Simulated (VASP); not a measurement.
An input for Quantum ESPRESSO's pw.x (written as the equivalent of a VASP run, and not itself run):

```
&CONTROL
  calculation = 'vc-relax'
  pseudo_dir = './pseudo'
  outdir = './out'
  tprnfor = .true.
  tstress = .true.
  nstep = 60
  forc_conv_thr = 0.00078
/
&SYSTEM
  ibrav = 0
  nat = 3
  ntyp = 2
  ecutwfc = 84
  occupations = 'smearing'
  smearing = 'gaussian'
  degauss = 0.003675
  input_dft = 'vdw-df-obk8'
/
&ELECTRONS
  conv_thr = 7.3e-08
  electron_maxstep = 100
/
&IONS
/
&CELL
/
ATOMIC_SPECIES
  Pt 195.084 Pt.upf
  S 32.060 S.upf
CELL_PARAMETERS angstrom
     1.7997982   -3.1173420    0.0000000
     1.7997982    3.1173420   -0.0000000
    -0.0000000    0.0000000    5.0526842
ATOMIC_POSITIONS crystal
  Pt   0.0000000  0.0000000  0.0000000
  S    0.3333330  0.6666670  0.2440870
  S    0.6666670  0.3333330  0.7559130
K_POINTS automatic
  6 6 4 0 0 0
```

Question: Write the VASP files for the same calculation (optB88-vdW).

Answer: This is not unique; one that fits is 
**INCAR**
```
AGGAC  =  0.0
ALGO  =  Normal
EDIFF  =  1E-6
EDIFFG  =  -0.02
ENCUT  =  520
GGA  =  BO
IBRION  =  2
ISIF  =  3
ISMEAR  =  0
LASPH  =  .True.
LCHARG  =  .False.
LMAXMIX  =  6
LREAL  =  .False.
LUSE_VDW  =  .True.
LWAVE  =  .False.
NELM  =  100
NSW  =  60
PARAM1  =  0.1833333333
PARAM2  =  0.22
PREC  =  Accurate
SIGMA  =  0.05
SYSTEM  =  PtS2
```

File POSCAR:
```
PtS2
1
    1.7997981966    -3.1173419939     0.0000000000
    1.7997981966     3.1173419939    -0.0000000000
   -0.0000000000     0.0000000000     5.0526841737
Pt S
1 2
Direct
  0.0000000000   0.0000000000   0.0000000000
  0.3333330000   0.6666670000   0.2440870310
  0.6666670000   0.3333330000   0.7559129690
```

### KPOINTS
```
kpoints
0
G
  6 6 4
0 0 0
```

POTCAR, in this order: Pt S (PBE.64 set). Program: vasp_std.

What does not carry over: the potentials are each code's own (VASP's PAW set, PseudoDojo norm-conserving files in pw.x), so ENCUT and ecutwfc are chosen apart and not converted; conv_thr bounds pw.x's estimated SCF error, while EDIFF bounds the energy change between steps; forc_conv_thr acts on force components and is met together with etot_conv_thr.

The compound is PtS2 in the 1T layered structure. It was relaxed first. The start is the result of an earlier pass.
